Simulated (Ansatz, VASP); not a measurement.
**Two plane-wave programs on Sc3TaH**

```
Sc Ta H
1.0
     4.45217    0.00000    0.00000
     0.00000    4.45217    0.00000
     0.00000    0.00000    4.45217
Sc Ta H
3 1 1
Direct
  0.00000 0.50000 0.50000
  0.50000 0.00000 0.50000
  0.50000 0.50000 0.00000
  0.00000 0.00000 0.00000
  0.50000 0.50000 0.50000
```

Change from the starting cell: species swapped into the LuBRh3 type (Pm-3m, No. 221).

Alike in both runs: functional PBE; k mesh 4 × 4 × 4; occupations gaussian, width 0.1 eV; no spin polarisation.

Ansatz relaxed the structure, and its values are those at the end. VASP's run is a single point on that final structure, the one shown.

|  | VASP | Ansatz |
| --- | --- | --- |
| version | VASP 6.6.1 | Ansatz 0.2.0 |
| potentials or method | VASP PAW PBE potentials, release 64 (Sc_sv, Ta_pv, H) | scalar-relativistic, plane waves, PAW |
| plane-wave cutoff (eV) | 520 | 420 |
| valence electrons in the cell | 45 | 47 |

Ansatz gave:

| Quantity | Value |
| --- | --- |
| gap on the k mesh at the Fermi level (eV) | none |
| pressure (GPa) | -0.2 |

**Question.** What did VASP give for the same quantities?

**Answer.** gap on the k mesh at the Fermi level (eV): none; pressure (GPa): -0.1.

A gap of «none» marks a metal or a gap that the smearing closes. The two sets of potentials don't hold the same shells in valence.

Spin-orbit coupling is left out, which matters for the levels of Ta.
